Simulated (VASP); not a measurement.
# CdBr (Fm-3m) in VASP: a run that goes wrong, beside a sound one

Two runs on CdBr: the first has a flaw, the second is sound.

All numbers are computed with VASP 6.6.1; they aren't measurements. Logs are shortened: lines on timing, memory, paths and dates and some standing lists are left out, and cuts for length are marked.

## 1. Starting point

The structure is cubic, space group Fm-3m (No. 225). Conventional cell: a = 6.145 Å, b = 6.145 Å, c = 6.145 Å, α = 90.00°, β = 90.00°, γ = 90.00°. Cd (site symmetry m-3m) is surrounded by 6 Br at 3.07 Å. Br (site symmetry m-3m) is surrounded by 6 Cd at 3.07 Å.

The cell was built by a generator and needn't be a form met in nature.

## 2. A run with an altered input

INCAR reads:

```
PREC = Accurate
ENCUT = 520
EDIFF = 1E-6
ISMEAR = -1
SIGMA = 0.05
LREAL = False
LASPH = True
NELM = 88
ALGO = Normal
ISIF = 2
LWAVE = False
LCHARG = True
NBANDS = 16
ICHARG = 11
```

KPOINTS reads:

```
Automatic mesh
0
Gamma
  6 6 6
```

POSCAR reads:

```
CdBr
1.0
    0.0000000000      3.0723910300      3.0723910300
    3.0723910300      0.0000000000      3.0723910300
    3.0723910300      3.0723910300      0.0000000000
Cd Br
1 1
Direct
    0.0000000000      0.0000000000      0.0000000000
    0.5000000000      0.5000000000      0.5000000000
```

Potentials or basis: VASP PAW LDA potentials, release 64 (Cd, Br).

Command:

```bash
cat potpaw_LDA.64/Cd/POTCAR potpaw_LDA.64/Br/POTCAR > POTCAR
mpirun -np 1 vasp_std > vasp.out
```

OUTCAR:

```text
PREC = Accurate
   ENCUT = 520
   EDIFF = 1E-6
   ISMEAR = -1
   LREAL = False
   LASPH = True
   NELM = 88
   ISIF = 2
   ICHARG = 11

[... 127 lines left out ...]
   LASPH  =      T    aspherical Exc in radial PAW
   ENCUT  =  520.0 eV  38.22 Ry    6.18 a.u.   8.08  8.08  8.08*2*pi/ulx,y,z
   NELM   =     88;   NELMIN=  2; NELMDL= -5     # of ELM steps
   EDIFF  = 0.1E-05   stopping-criterion for ELM
   LREAL  =      F    real-space projection
   EDIFFG = 0.1E-04   stopping-criterion for IOM
   NSW    =      0    number of steps for IOM
   IBRION =     -1    ionic relax: 0-MD 1-quasi-New 2-CG
   NFREE  =      0    steps in history (QN), initial steepest desc. (CG)
   ISIF   =      2    stress and relaxation
[... 15 lines left out ...]
  Fermi-wavevector in a.u.,A,eV,Ry     =   1.128512  2.132579 17.327557  1.273540
  Thomas-Fermi vector in A             =   2.265202
   LORBIT       =      0    0 simple, 1 ext, 2 COOP (PROOUT), +10 PAW based schemes
   GGA     = CA    functional components
   LHFCALC =     F    Hartree Fock is set to
   AEXX    =    0.0000 exact exchange contribution
   IVDW    =     0    specifies the selected vdW correction
   LEPSILON=     F    determine dielectric tensor
   LRPA    =     F    only Hartree local field effects (RPA)
 non-spin polarized calculation
  energy-cutoff  :      520.00
  volume of cell :       58.00
 maximum number of plane-waves:      1588
```

On the terminal:

```text
POSCAR found type information on POSCAR CdBr
 POSCAR found :  2 types and       2 ions
[... 25 lines left out ...]

1
```

Wall time 0.5 s (1 thread of AMD EPYC 9R45 (Zen 5), shared host).

The program refused the input. What is wrong with the input: density file missing or never updated (ICHARG = 11).

## 3. Band structure, LDA

POSCAR is that of step 2.

INCAR.step1 reads:

```
SYSTEM = CdBr
  PREC = Accurate
  ENCUT = 520
  EDIFF = 1E-6
  ISMEAR = -1
  SIGMA = 0.05
  LREAL = .False.
  LASPH = .True.
  NELM = 60
  ALGO = Normal
  ISIF = 2
  LWAVE = .False.
  LCHARG = .True.
  NBANDS = 16
```

KPOINTS.step1 reads:

```
regular mesh
0
Gamma
  6 6 6
  0 0 0
```

INCAR.step2 reads:

```
SYSTEM = CdBr
  PREC = Accurate
  ENCUT = 520
  EDIFF = 1E-6
  ISMEAR = 0
  SIGMA = 0.05
  LREAL = .False.
  LASPH = .True.
  NELM = 60
  ALGO = Normal
  ISIF = 2
  LWAVE = .False.
  LCHARG = .False.
  NBANDS = 16
  ICHARG = 11
```

KPOINTS.step2 reads:

```
path GXWKGLUWLK,UX
15
line-mode
reciprocal
 0.0000000000  0.0000000000  0.0000000000  G
 0.5000000000  0.0000000000  0.5000000000  X

 0.5000000000  0.0000000000  0.5000000000  X
 0.5000000000  0.2500000000  0.7500000000  W

 0.5000000000  0.2500000000  0.7500000000  W
 0.3750000000  0.3750000000  0.7500000000  K

 0.3750000000  0.3750000000  0.7500000000  K
 0.0000000000  0.0000000000  0.0000000000  G

 0.0000000000  0.0000000000  0.0000000000  G
 0.5000000000  0.5000000000  0.5000000000  L

 0.5000000000  0.5000000000  0.5000000000  L
 0.6250000000  0.2500000000  0.6250000000  U

 0.6250000000  0.2500000000  0.6250000000  U
 0.5000000000  0.2500000000  0.7500000000  W

 0.5000000000  0.2500000000  0.7500000000  W
 0.5000000000  0.5000000000  0.5000000000  L

 0.5000000000  0.5000000000  0.5000000000  L
 0.3750000000  0.3750000000  0.7500000000  K

 0.6250000000  0.2500000000  0.6250000000  U
 0.5000000000  0.0000000000  0.5000000000  X
```

Potentials or basis: VASP PAW LDA potentials, release 64 (Cd, Br).

Command:

```bash
cat potpaw_LDA.64/Cd/POTCAR potpaw_LDA.64/Br/POTCAR > POTCAR
cp INCAR.step1 INCAR
cp KPOINTS.step1 KPOINTS
mpirun -np 1 vasp_std > vasp.out
cp INCAR.step2 INCAR
cp KPOINTS.step2 KPOINTS
mpirun -np 1 vasp_std > vasp.out
```

Run time: 33 s. Hardware: 1 thread of AMD EPYC 9R45 (Zen 5), shared host; peak memory 0.23 GiB.

The run converged. Its results:

| Quantity | Value |
| --- | --- |
| Band gap along the path | none (metal or under the smearing width) |

Levels at the corners of the path, in eV from the Fermi level:
```csv
point,band 7,band 8,band 9,band 10,band 11,band 12,band 13,band 14
Γ,-3.45,-3.45,-3.45,-2.75,6.99,6.99,6.99,7.17
X,-5.33,-4.18,-4.18,-1.89,4.28,5.39,6.71,6.71
X,-5.33,-4.18,-4.18,-1.89,4.28,5.39,6.71,6.71
W,-4.76,-4.76,-4.56,-0.09,3.75,4.69,4.69,8.91
W,-4.76,-4.76,-4.56,-0.09,3.75,4.69,4.69,8.91
K,-5.00,-5.00,-3.78,-0.61,3.77,4.98,5.40,6.90
K,-5.00,-5.00,-3.78,-0.61,3.77,4.98,5.40,6.90
Γ,-3.45,-3.45,-3.45,-2.75,6.99,6.99,6.99,7.17
Γ,-3.45,-3.45,-3.45,-2.75,6.99,6.99,6.99,7.17
L,-5.99,-3.12,-3.12,1.20,1.91,3.82,3.82,8.57
L,-5.99,-3.12,-3.12,1.20,1.91,3.82,3.82,8.57
U,-5.00,-5.00,-3.78,-0.61,3.77,4.98,5.40,6.90
U,-5.00,-5.00,-3.78,-0.61,3.77,4.98,5.40,6.90
W,-4.76,-4.76,-4.56,-0.09,3.75,4.69,4.69,8.91
W,-4.76,-4.76,-4.56,-0.09,3.75,4.69,4.69,8.91
L,-5.99,-3.12,-3.12,1.20,1.91,3.82,3.82,8.57
L,-5.99,-3.12,-3.12,1.20,1.91,3.82,3.82,8.57
K,-5.00,-5.00,-3.78,-0.61,3.77,4.98,5.40,6.90
U,-5.00,-5.00,-3.78,-0.61,3.77,4.98,5.40,6.90
X,-5.33,-4.18,-4.18,-1.89,4.28,5.39,6.71,6.71
```

Caveat: the log is that of the step along the path at fixed density, whose energy, stress, charges and moments have no meaning; an odd number of electrons without spin polarisation forces a metal; a magnetic or distorted state may lie lower.
